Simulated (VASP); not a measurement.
VASP input:

File POSCAR:
```
CsI
1
    3.8648162568     0.0000000000     0.0000000000
    0.0000000000     3.8648162568     0.0000000000
    0.0000000000     0.0000000000     3.8648162568
Cs I
1 1
Direct
  0.0000000000   0.0000000000   0.0000000000
  0.5000000000   0.5000000000   0.5000000000
```

File KPOINTS:
```
Automatic mesh
0
Gamma
 7 7 7
```

### INCAR
```
LMAXMIX  =  4   # l cut-off of mixed one-centre charges
PREC  =  Accurate
ISIF  =  3   # ions, shape and volume
ENCUT  =  500   # plane-wave cut-off (eV)
LCHARG  =  .FALSE.
PSTRESS  =  300
LASPH  =  .TRUE.
GGA  =  PS
ALGO  =  Normal   # blocked Davidson
EDIFF  =  1E-6   # SCF stop (eV)
LWAVE  =  .FALSE.
ISMEAR  =  0
IBRION  =  2   # conjugate gradients
NELM  =  100
EDIFFG  =  -0.02   # ionic stop
SIGMA  =  0.05
NSW  =  40   # most ionic steps
LREAL  =  .FALSE.   # projection in real space or not
SYSTEM  =  CsI
```

POTCAR, in this order: Cs_sv I (PBE.64 set). Program: vasp_std.

Question: Write an equivalent input for Ansatz.

Answer: One equivalent input (not run):
Ansatz 0.2 input:
```yaml
crystal:
  lattice:
    - [3.8648163, 0.0000000, 0.0000000]
    - [0.0000000, 3.8648163, 0.0000000]
    - [0.0000000, 0.0000000, 3.8648163]
  atoms:
    - { symbol: Cs, position: [0.0000000, 0.0000000, 0.0000000] }
    - { symbol: I, position: [0.5000000, 0.5000000, 0.5000000] }
kpoints:
  mp_grid: { grid: [7, 7, 7] }
hamiltonian:
  xc: pbesol
  pseudopotentials: { kind: paw }
scf:
  occupations: { method: gaussian, width: 0.05 }
  max_iter: 100
relax:
  max_steps: 40
  f_tol: 0.02
  cell: { p_target: 30 }
output: { forces: true, stress: true, eigenvalues: true }
```
Limits of the translation: each code has its own PAW files, so the cut-off isn't converted (ENCUT is set for VASP's; basis.ecutwfc is left out, and Ansatz then takes the one that its files recommend); Ansatz stops its SCF on the density residual and VASP on the energy change (EDIFF).

The compound is CsI in the CsCl type structure. This run relaxes it under an external pressure of 30 GPa. Symmetry was kept, so distortions that lower it aren't found.
